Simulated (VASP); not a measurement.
An input for Quantum ESPRESSO's pw.x (written as the equivalent of a VASP run, and not itself run):

```
&CONTROL
  calculation = 'vc-relax'
  pseudo_dir = './pseudo'
  outdir = './out'
  tprnfor = .true.
  tstress = .true.
  nstep = 30
  forc_conv_thr = 0.00039
/
&SYSTEM
  ibrav = 0
  nat = 3
  ntyp = 2
  ecutwfc = 72
  occupations = 'smearing'
  smearing = 'gaussian'
  degauss = 0.003675
  input_dft = 'vdw-df-obk8'
/
&ELECTRONS
  conv_thr = 7.3e-09
  electron_maxstep = 100
/
&IONS
/
&CELL
  cell_dofree = 'shape'
/
ATOMIC_SPECIES
  Sn 118.710 Sn.upf
  S 32.060 S.upf
CELL_PARAMETERS angstrom
     1.8176895   -3.1483309    0.0000000
     1.8176895    3.1483309    0.0000000
     0.0000000    0.0000000    5.8090443
ATOMIC_POSITIONS crystal
  Sn   0.0000000  0.0000000  0.0000000
  S    0.3333330  0.6666670  0.2501266
  S    0.6666670  0.3333330  0.7498734
K_POINTS automatic
  7 7 4 0 0 0
```

Q: Translate this input to VASP (INCAR, KPOINTS, POSCAR, choice of POTCAR).

A: Several could match; the one computed here: 
File POSCAR:
```
SnS2
1
    1.8176895224    -3.1483308894     0.0000000000
    1.8176895224     3.1483308894     0.0000000000
    0.0000000000     0.0000000000     5.8090442750
Sn S
1 2
Direct
  0.0000000000   0.0000000000   0.0000000000
  0.3333330000   0.6666670000   0.2501266411
  0.6666670000   0.3333330000   0.7498733589
```

KPOINTS:
```
K-points
0
gamma
 7 7 4
```

### INCAR
```
AGGAC = 0.0
ALGO = Normal
EDIFF = 1E-7
EDIFFG = -0.01
ENCUT = 520
GGA = BO
IBRION = 2
ISIF = 4
ISMEAR = 0
LASPH = .True.
LCHARG = .False.
LMAXMIX = 4
LREAL = .False.
LUSE_VDW = .True.
LWAVE = .False.
NELM = 100
NSW = 30
PARAM1 = 0.1833333333
PARAM2 = 0.22
PREC = Accurate
SIGMA = 0.05
SYSTEM = SnS2
```

POTCAR, in this order: Sn_d S (PBE.64 set). Program: vasp_std.

Limits of the translation: the potentials are each code's own (VASP's PAW set, PseudoDojo norm-conserving files in pw.x), so ENCUT and ecutwfc are chosen apart and not converted; conv_thr bounds pw.x's estimated SCF error, while EDIFF bounds the energy change between steps; forc_conv_thr acts on force components and is met together with etot_conv_thr.

The compound is SnS2 in the 1T layered structure. This cell is one point of a volume scan, at 0.94 of the reference volume. Symmetry was kept, so distortions that lower it aren't found.
